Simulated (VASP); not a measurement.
```
Nd
1.0
   -2.04482     2.04482     2.04482
    2.04482    -2.04482     2.04482
    2.04482     2.04482    -2.04482
Nd
1
Direct
  0.00000   0.00000   0.00000
```

The numbers are results of r2SCAN meta-GGA, VASP's PBE PAW potentials (set 64) (plane waves; VASP), not measurements. Numerical set-up: 400 eV cut-off, 11×11×11 Γ-centred mesh, first-order Methfessel-Paxton smearing of 0.10 eV, potentials Nd_3.

The 4f electrons are frozen in the core of the lanthanide potential, so 4f levels, which can set the real gap, and their magnetism are missing. Energy and stress use the plane-wave basis of the starting cell.

Problem. The ions, cell shape and volume are relaxed. What does this cell relax into?

Solution. 
```
Nd
1.0
   -2.07623     2.07623     2.07623
    2.07623    -2.07623     2.07623
    2.07623     2.07623    -2.07623
Nd
1
Direct
  0.00000   0.00000   0.00000
```
Space group Im-3m (229), at a tolerance of 0.03 Å.

Problem. How do energy and volume change from the first to the last step?

Solution. The energy (σ→0) changes by -8.0 meV/atom and the volume by +4.7 %, in 3 ionic steps.

The structure was generated: Nd was put into the bcc type (Im-3m), which need not be its known phase. This run relaxes it. Symmetry was kept, so distortions that lower it aren't found.
